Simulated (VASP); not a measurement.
## GaP: GW quasiparticle gap

Aim: the quasiparticle gap of GaP, and what it costs to get it. The cell is of the zinc-blende type, one of the forms listed for this formula. The start is a cell from a database of measured crystal structures.

Method: PBE; plane waves and PAW (Ga_d_GW, P_GW), in the first sound run; inputs show where later runs differ, in VASP 6.6.1.

## 1. The structure

Symmetry: F-43m, No. 216, cubic system. Conventional cell: a = 5.451 Å, b = 5.451 Å, c = 5.451 Å, α = 90.00°, β = 90.00°, γ = 90.00°. Ga has 4 P at 2.36 Å nearest. Nearest to P lie 4 Ga at 2.36 Å. Farther neighbours are not listed.

## 2. Empty bands

ALGO = Exact makes the empty bands from the converged ground state in one step. LOPTICS writes the k-derivatives of the orbitals (WAVEDER), which give the long-wavelength limit of the screening.

Contents of INCAR:

```
SYSTEM = GaP
PREC = Accurate
ENCUT = 430
ISMEAR = 0
SIGMA = 0.01
LREAL = .FALSE.
GGA = PE
NBANDS = 72
ALGO = Exact
NELM = 1
LWAVE = .TRUE.
LCHARG = .FALSE.
LOPTICS = .TRUE.
NEDOS = 1000
CSHIFT = 0.1
```

Contents of POSCAR:

```
GaP
1.0
    0.0000000000      2.7252500000      2.7252500000
    2.7252500000      0.0000000000      2.7252500000
    2.7252500000      2.7252500000      0.0000000000
Ga P
1 1
Direct
    0.0000000000      0.0000000000      0.0000000000
    0.7500000000      0.7500000000      0.7500000000
```

Contents of KPOINTS:

```
Automatic mesh
0
Gamma
4 4 4
0 0 0
```

Potentials, in the order of the species: Ga_d_GW and P_GW (PBE family, release 64).

On the command line:

```
> mpirun -np 8 vasp_std
```

The log of the run:

```text
[banner, memory and clock lines left out]
running    8 mpi-ranks, on    1 nodes
 distrk:  each k-point on    8 cores,    1 groups
 distr:  one band on    1 cores,    8 groups

 POSCAR found type information on POSCAR GaP
 POSCAR found :  2 types and       2 ions
|                                                                             |
|           W    W    AA    RRRRR   N    N  II  N    N   GGGG   !!!           |
|           W    W   A  A   R    R  NN   N  II  NN   N  G    G  !!!           |
|           W    W  A    A  R    R  N N  N  II  N N  N  G       !!!           |
|           W WW W  AAAAAA  RRRRR   N  N N  II  N  N N  G  GGG   !            |
|           WW  WW  A    A  R   R   N   NN  II  N   NN  G    G                |
|           W    W  A    A  R    R  N    N  II  N    N   GGGG   !!!           |
|                                                                             |
|     For optimal performance we recommend to set                             |
|       NCORE = 2 up to number-of-cores-per-socket                            |
|     NCORE specifies how many cores store one orbital (NPAR=cpu/NCORE).      |
|     This setting can greatly improve the performance of VASP for DFT.       |
|     The default, NCORE=1 might be grossly inefficient on modern             |
|     multi-core architectures or massively parallel machines. Do your        |
|     Unfortunately you need to use the default for GW and RPA                |
|     calculations (for HF NCORE is supported but not extensively tested      |
|     yet).                                                                   |
|                                                                             |

 LDA part: xc-table for (Slater+PW92), standard interpolation
 found WAVECAR, reading the header
  number of bands has changed, file:    15 present:    72
  trying to continue reading WAVECAR, but it might fail
 POSCAR, INCAR and KPOINTS ok, starting setup
 FFT: planning ... GRIDC
 FFT: planning ... GRID_SOFT
 FFT: planning ... GRID
 reading WAVECAR
 random initialization beyond band           15
 the WAVECAR file was read successfully
 initial charge from wavefunction
 entering main loop
       N       E                     dE             d eps       ncg     rms          rms(c)
DIA:   1    -0.895515124016E+01   -0.89552E+01    0.00000E+00     0   0.000E+00
   1 F= -.89551512E+01 E0= -.89551512E+01  d E =-.160108E-13
 writing wavefunctions
 optical routines
 imaginary and real dielectric function
 recalculating local potential from charge density
 direction            1
 direction            2
 direction            3
```

The job ended after 2.6 s (8 MPI ranks of Intel Xeon 6975P-C (Granite Rapids), shared host; peak memory 1.1 GiB).

The logs omit lines about the potential files and the build; timing stands in the text.

OUTCAR, selected parts (step 2):

```text
ion  position               nearest neighbor table
   1  0.000  0.000  0.000-   2 2.36   2 2.36   2 2.36   2 2.36
   2  0.750  0.750  0.750-   1 2.36   1 2.36   1 2.36   1 2.36

  LATTYP: Found a face centered cubic cell.
 ALAT       =     5.4505000000

 Subroutine GETGRP returns: Found 24 space group operations
 (whereof 24 operations were pure point group operations)

The static configuration has the point symmetry T_d .

 Found      8 irreducible k-points:

   k-points           NKPTS =      8   k-points in BZ     NKDIM =      8   number of bands    NBANDS=     72

   dimension x,y,z NGX =    28 NGY =   28 NGZ =   28
   dimension x,y,z NGXF=    56 NGYF=   56 NGZF=   56

   ENCUT  =  430.0 eV  31.60 Ry    5.62 a.u.   6.52  6.52  6.52*2*pi/ulx,y,z

   NELECT =      18.0000    total number of electrons

 k-points in reciprocal lattice and weights: Automatic mesh
   0.00000000  0.00000000  0.00000000       0.016
   0.25000000  0.00000000  0.00000000       0.125
   0.50000000  0.00000000  0.00000000       0.062
   0.25000000  0.25000000  0.00000000       0.094
   0.50000000  0.25000000  0.00000000       0.375
  -0.25000000  0.25000000  0.00000000       0.188
   0.50000000  0.50000000  0.00000000       0.047
  -0.25000000  0.50000000  0.25000000       0.094

 average (electrostatic) potential at core
       1 -65.6692       2 -74.7321

 E-fermi :   4.4537

 k-point     1 :       0.0000    0.0000    0.0000
  band No.  band energies     occupation
    ...
      5     -10.0914      2.00000
      6      -8.0963      2.00000
      7       4.4052      2.00000
      8       4.4052      2.00000
      9       4.4052      2.00000
     10       6.2183      0.00000
     11       8.2588      0.00000
     12       8.2588      0.00000
     13       8.2588      0.00000
     14      13.2092      0.00000
    ...

 k-point     2 :       0.2500    0.0000    0.0000
  band No.  band energies     occupation
    ...
      5     -10.0901      2.00000
      6      -7.3204      2.00000
      7       0.5160      2.00000
      8       3.7384      2.00000
      9       3.7384      2.00000
     10       6.5414      0.00000
     11       9.1167      0.00000
     12       9.1168      0.00000
     13      10.7465      0.00000
     14      13.3261      0.00000
    ...

 k-point     3 :       0.5000    0.0000    0.0000
  band No.  band energies     occupation
    ...
      5     -10.0840      2.00000
      6      -6.0267      2.00000
      7      -2.2488      2.00000
      8       3.2811      2.00000
      9       3.2811      2.00000
     10       6.0580      0.00000
     11       9.0900      0.00000
     12       9.0900      0.00000
     13      12.6742      0.00000
     14      15.2939      0.00000
    ...

  Total        0.7265392      0.7265392      0.7265392      0.0000000      0.0000000      0.0000000
  in kB       28.7554790     28.7554790     28.7554790      0.0000000      0.0000000      0.0000000
  external PRESSURE =      28.7554790 kB  Pullay stress =       0.0000000 kB

  energy-cutoff  :      430.00
  volume of cell :       40.48
      direct lattice vectors                 reciprocal lattice vectors
     0.000000000  2.725250000  2.725250000    -0.183469406  0.183469406  0.183469406
     2.725250000  0.000000000  2.725250000     0.183469406 -0.183469406  0.183469406
     2.725250000  2.725250000  0.000000000     0.183469406  0.183469406 -0.183469406

 POSITION                                       TOTAL-FORCE (eV/Angst)
 -----------------------------------------------------------------------------------
      0.00000      0.00000      0.00000         0.000000      0.000000      0.000000
      4.08788      4.08788      4.08788        -0.000000     -0.000000     -0.000000
 -----------------------------------------------------------------------------------
    total drift:                               -0.000011     -0.000011     -0.000011

  FREE ENERGIE OF THE ION-ELECTRON SYSTEM (eV)
  ---------------------------------------------------
  free  energy   TOTEN  =        -8.9551512402 eV

  energy  without entropy=       -8.9551512402  energy(sigma->0) =       -8.95515124

 plasma frequency squared (from intraband transitions) (eV^2)
  --------------------------------------------------------------------------------------
       0.000      -0.000      -0.000
      -0.000       0.000       0.000
      -0.000       0.000       0.000

[... 3 further parts left out ...]
```

The gap is read on the k-mesh alone, so it is an upper bound where the band edges lie off the mesh.

A gap read on the k-mesh alone can miss the band edges.

Numbers from this step:

```
gap on the k-mesh              : 1.625 eV
least direct gap on the k-mesh : 1.813 eV
```

WAVECAR now holds 72 bands for 18 electrons. Its independent-particle dielectric tensor has xx, yy, zz = 19.7, 19.7, 19.7 on this mesh, which isn't tested for convergence in mesh or bands and lacks local fields.

## 3. G0W0, ENCUTGW 80, bands in the sums 72

This step: G0W0 on PBE; plane waves and PAW (Ga_d_GW, P_GW) (VASP 6.6.1).

One pass of GW corrects the levels to first order, with G and W from the starting orbitals.

Contents of INCAR:

```
SYSTEM = GaP
PREC = Accurate
ENCUT = 430
ISMEAR = 0
SIGMA = 0.01
LREAL = .FALSE.
GGA = PE
NBANDS = 72
ALGO = EVGW0
NELMGW = 1
ENCUTGW = 80
NOMEGA = 64
PRECFOCK = Fast
NBANDSGW = 24
LWAVE = .FALSE.
LCHARG = .FALSE.
```

POSCAR is that of step 2.

KPOINTS is that of step 2.

On the command line:

```
> mpirun -np 8 vasp_std
```

The log of the run:

```text
[banner, memory and clock lines left out]
running    8 mpi-ranks, on    1 nodes
 distrk:  each k-point on    8 cores,    1 groups
 distr:  one band on    1 cores,    8 groups

 POSCAR found type information on POSCAR GaP
 POSCAR found :  2 types and       2 ions
 [... a notice as in an earlier step ...]

|                                                                             |
|           W    W    AA    RRRRR   N    N  II  N    N   GGGG   !!!           |
|           W    W   A  A   R    R  NN   N  II  NN   N  G    G  !!!           |
|           W    W  A    A  R    R  N N  N  II  N N  N  G       !!!           |
|           W WW W  AAAAAA  RRRRR   N  N N  II  N  N N  G  GGG   !            |
|           WW  WW  A    A  R   R   N   NN  II  N   NN  G    G                |
|           W    W  A    A  R    R  N    N  II  N    N   GGGG   !!!           |
|                                                                             |
|     The default for ENCUTGWSOFT is different in this version of VASP.       |
|     please manually set ENCUTGWSOFT =80 in the INCAR file.                  |
|                                                                             |

 LDA part: xc-table for (Slater+PW92), standard interpolation
 found WAVECAR, reading the header
 POSCAR, INCAR and KPOINTS ok, starting setup
 FFT: planning ... GRIDC
 FFT: planning ... GRID_SOFT
 FFT: planning ... GRID
 reading WAVECAR
 the WAVECAR file was read successfully
 initial charge from wavefunction
 available memory per node:    119.57 GB, setting MAXMEM to    122438

 The Fermi energy was updated, please check that it is located mid-gap
 values below the HOMO (VB) or above the LUMO (CB) will cause erroneous energies
 E-fermi :   5.2175

 calculate exact exchange contribution
 the WAVEDER file was read successfully
energies w=
    0.000    0.000    0.473    0.000    0.945    0.000    1.414    0.000
    1.881    0.000    2.343    0.000    2.801    0.000    3.254    0.000
    3.700    0.000    4.141    0.000    4.576    0.000    5.005    0.000
    5.428    0.000    5.845    0.000    6.257    0.000    6.664    0.000
    7.067    0.000    7.466    0.000    7.863    0.000    8.257    0.000
    8.649    0.000    9.041    0.000    9.434    0.000    9.827    0.000
   10.222    0.000   10.621    0.000   11.024    0.000   11.432    0.000
   11.847    0.000   12.270    0.000   12.702    0.000   13.146    0.000
   13.602    0.000   14.073    0.000   14.561    0.000   15.068    0.000
   15.598    0.000   16.152    0.000   16.736    0.000   17.352    0.000
   18.006    0.000   18.702    0.000   19.448    0.000   20.251    0.000
   21.120    0.000   22.065    0.000   23.101    0.000   24.242    0.000
   25.508    0.000   26.925    0.000   28.523    0.000   30.342    0.000
   32.435    0.000   34.869    0.000   37.740    0.000   41.177    0.000
   45.367    0.000   50.588    0.000   57.268    0.000   66.111    0.000
   78.355    0.000   96.400    0.000  125.582    0.000  180.665    0.000
 responsefunction array rank=      72
 LDA part: xc-table for (Slater+PW92), standard interpolation

 min. memory requirement per mpi rank     78.1 MB, per node    624.9 MB

 allocating   8 responsefunctions rank=    72
 shmem allocating  64 responsefunctions rank=    72
 response function shared by NCSHMEM nodes    1
 Doing            8  frequencies on each core in blocks of           64
NQ=   1    0.0000    0.0000    0.0000,
|.........|.........|.........|.........|.........|.........|.........|.........
 performed        100000 updates of chi_q(r,r)
 total number of BLAS operations          2.79 Gflops
NQ=   2    0.2500    0.0000    0.0000,
|.........|.........|.........|.........|.........|.........|.........|.........
 performed        296000 updates of chi_q(r,r)
 total number of BLAS operations          9.45 Gflops
NQ=   3    0.5000    0.0000    0.0000,
|.........|.........|.........|.........|.........|.........|.........|.........
 performed        465000 updates of chi_q(r,r)
 total number of BLAS operations         16.09 Gflops
NQ=   4    0.2500    0.2500    0.0000,
|.........|.........|.........|.........|.........|.........|.........|.........
 performed        661000 updates of chi_q(r,r)
 total number of BLAS operations         21.76 Gflops
NQ=   5    0.5000    0.2500    0.0000,
|.........|.........|.........|.........|.........|.........|.........|.........
 performed        934000 updates of chi_q(r,r)
 total number of BLAS operations         32.16 Gflops
NQ=   6   -0.2500    0.2500    0.0000,
|.........|.........|.........|.........|.........|.........|.........|.........
 performed       1179000 updates of chi_q(r,r)
 total number of BLAS operations         40.97 Gflops
NQ=   7    0.5000    0.5000    0.0000,
|.........|.........|.........|.........|.........|.........|.........|.........
 performed       1327000 updates of chi_q(r,r)
 total number of BLAS operations         45.84 Gflops
NQ=   8   -0.2500    0.5000    0.2500,
|.........|.........|.........|.........|.........|.........|.........|.........
 performed       1517000 updates of chi_q(r,r)
 total number of BLAS operations         52.87 Gflops
 resolving degeneracies of screened two electron integrals

 calculate QP shifts <psi_nk| G(iteration)W_0 |psi_nk>: iteration 1
 entering main loop
```

Run time: 7.6 s. Hardware: 8 MPI ranks; peak memory 1.1 GiB; 55 s of CPU time.

Parts of OUTCAR (step 3):

```text
The static configuration has the point symmetry T_d .

 Found      8 irreducible k-points:

   k-points           NKPTS =      8   k-points in BZ     NKDIM =     64   number of bands    NBANDS=     72

   NELECT =      18.0000    total number of electrons

 E-fermi :   5.2175

 QP shifts <psi_nk| G(iteration)W_0 |psi_nk>: iteration 1
 for sc-GW calculations column KS-energies equals QP-energies in previous step
 and V_xc(KS)=  KS-energies - (<T + V_ion + V_H > + <T+V_H+V_ion>^1  + <V_x>^1)
 k-point   1 :       0.0000    0.0000    0.0000
  band No.  KS-energies  QP-energies   sigma(KS)   V_xc(KS)     V^pw_x(r,r')   Z            occupation Imag(sigma)
    ...
      6      -8.0963      -8.4174     -11.8641     -11.3620     -18.6678       0.6395       2.0000       0.9928
      7       4.4052       4.0858     -13.0320     -12.6166     -14.6171       0.7689       2.0000       0.0392
      8       4.4052       4.0858     -13.0320     -12.6166     -14.6171       0.7689       2.0000       0.0392
      9       4.4052       4.0858     -13.0320     -12.6166     -14.6171       0.7689       2.0000       0.0392
     10       6.2183       6.8206     -10.8437     -11.6281      -6.8650       0.7678       0.0000      -0.0556
     11       8.2588       8.6204     -10.0111     -10.4838      -5.8174       0.7647       0.0000      -0.0682
     12       8.2588       8.6204     -10.0111     -10.4838      -5.8174       0.7647       0.0000      -0.0682
     13       8.2588       8.6204     -10.0111     -10.4838      -5.8174       0.7647       0.0000      -0.0682
    ...

 k-point   2 :       0.2500    0.0000    0.0000
  band No.  KS-energies  QP-energies   sigma(KS)   V_xc(KS)     V^pw_x(r,r')   Z            occupation Imag(sigma)
    ...
      6      -7.3204      -7.6926     -12.2804     -11.7333     -18.8631       0.6804       2.0000       0.9392
      7       0.5160       0.1151     -12.1438     -11.5955     -14.8230       0.7311       2.0000       0.1043
      8       3.7384       3.3851     -12.7001     -12.2380     -14.4104       0.7644       2.0000       0.0439
      9       3.7384       3.3851     -12.7001     -12.2380     -14.4104       0.7644       2.0000       0.0439
     10       6.5414       6.9976     -10.3150     -10.9046      -6.3734       0.7736       0.0000      -0.0563
     11       9.1168       9.4848     -10.1344     -10.6187      -5.7136       0.7599       0.0000      -0.0862
     12       9.1168       9.4848     -10.1344     -10.6187      -5.7136       0.7599       0.0000      -0.0862
     13      10.7465      11.1401     -10.4501     -10.9795      -5.6150       0.7434       0.0000      -0.1308
    ...

 k-point   3 :       0.5000    0.0000    0.0000
  band No.  KS-energies  QP-energies   sigma(KS)   V_xc(KS)     V^pw_x(r,r')   Z            occupation Imag(sigma)
    ...
      6      -6.0267      -6.4148     -13.0054     -12.4491     -19.2274       0.6976       2.0000       0.7977
      7      -2.2488      -2.6959     -11.3762     -10.7384     -15.2543       0.7011       2.0000       0.2803
      8       3.2811       2.8987     -12.5829     -12.0794     -14.4629       0.7597       2.0000       0.0485
      9       3.2811       2.8987     -12.5829     -12.0794     -14.4629       0.7597       2.0000       0.0485
     10       6.0580       6.4790     -10.3021     -10.8435      -6.4940       0.7776       0.0000      -0.0539
     11       9.0900       9.3910      -9.8278     -10.2209      -5.4024       0.7657       0.0000      -0.0859
     12       9.0900       9.3910      -9.8278     -10.2209      -5.4024       0.7657       0.0000      -0.0859
     13      12.6742      12.6067      -8.4232      -8.3336      -3.0196       0.7532       0.0000      -0.2370
    ...

[... 7 parts as in an earlier step ...]

[... 5 further parts left out ...]
```

Numbers from this step:

- quasiparticle gap on the mesh: 1.968 eV
- smallest direct quasiparticle gap on the mesh: 2.735 eV
- gap of the starting orbitals on the mesh: 1.625 eV

GW takes the gap from 1.625 to 1.968 eV. Spin-orbit coupling is left out. The value holds for 72 bands, ENCUTGW = 80 eV and this mesh, and isn't shown to be converged in them.

## 4. Empty bands

This step: PBE; plane waves and PAW (Ga_d_GW, P_GW) (VASP 6.6.1).

The empty bands are made again, for the run that follows.

Contents of INCAR:

```
SYSTEM = GaP
PREC = Accurate
ENCUT = 430
ISMEAR = 0
SIGMA = 0.01
LREAL = .FALSE.
GGA = PE
NBANDS = 96
ALGO = Exact
NELM = 1
LWAVE = .TRUE.
LCHARG = .FALSE.
LOPTICS = .TRUE.
NEDOS = 1000
CSHIFT = 0.1
```

POSCAR is that of step 3.

KPOINTS is that of step 3.

On the command line:

```
> mpirun -np 8 vasp_std
```

The log of the run:

```text
[banner, memory and clock lines left out]
running    8 mpi-ranks, on    1 nodes
[...]
[... a notice as in an earlier step ...]

 LDA part: xc-table for (Slater+PW92), standard interpolation
 found WAVECAR, reading the header
  number of bands has changed, file:    15 present:    96
  trying to continue reading WAVECAR, but it might fail
 POSCAR, INCAR and KPOINTS ok, starting setup
[...]
reading WAVECAR
 random initialization beyond band           15
 the WAVECAR file was read successfully
 initial charge from wavefunction
 entering main loop
       N       E                     dE             d eps       ncg     rms          rms(c)
DIA:   1    -0.895515124015E+01   -0.89552E+01    0.00000E+00     0   0.000E+00
   1 F= -.89551512E+01 E0= -.89551512E+01  d E =-.107406E-18
 writing wavefunctions
 optical routines
 imaginary and real dielectric function
 recalculating local potential from charge density
 direction            1
 direction            2
 direction            3
```

It took 2.6 s on 8 MPI ranks; peak memory 1.1 GiB; 15 s of CPU time.

Parts of OUTCAR (step 4):

```text
  Total        0.7265392      0.7265392      0.7265392      0.0000000     -0.0000000      0.0000000
  in kB       28.7554790     28.7554790     28.7554790      0.0000000     -0.0000000      0.0000000
  external PRESSURE =      28.7554790 kB  Pullay stress =       0.0000000 kB

 POSITION                                       TOTAL-FORCE (eV/Angst)
 -----------------------------------------------------------------------------------
      0.00000      0.00000      0.00000        -0.000000     -0.000000     -0.000000
      4.08788      4.08788      4.08788         0.000000      0.000000      0.000000
 -----------------------------------------------------------------------------------
    total drift:                               -0.000011     -0.000011     -0.000011

[... 3 parts as in an earlier step ...]

[... 2 further parts left out ...]
[key lines of the parts left out:]
E-fermi :   4.4647
```

WAVECAR now holds 96 bands for 18 electrons.

(Continued in part 2 of 4.)

[Lines on the potential files, build, host, timing and source positions are cut from VASP's logs without a mark.]

[Logs are printed without paths, hosts, clocks, repeated set-up lines and the standing remarks that a program may print on its own settings, such as how far it seeks lower states.]

[Hosts, paths, dates, database ids (printed as entryN), source tags and the programs' standing remarks are cut or masked in the printed files.]

[Pressures printed for these runs are not shown converged in the cutoff: they can be off by several GPa and have the wrong sign.]
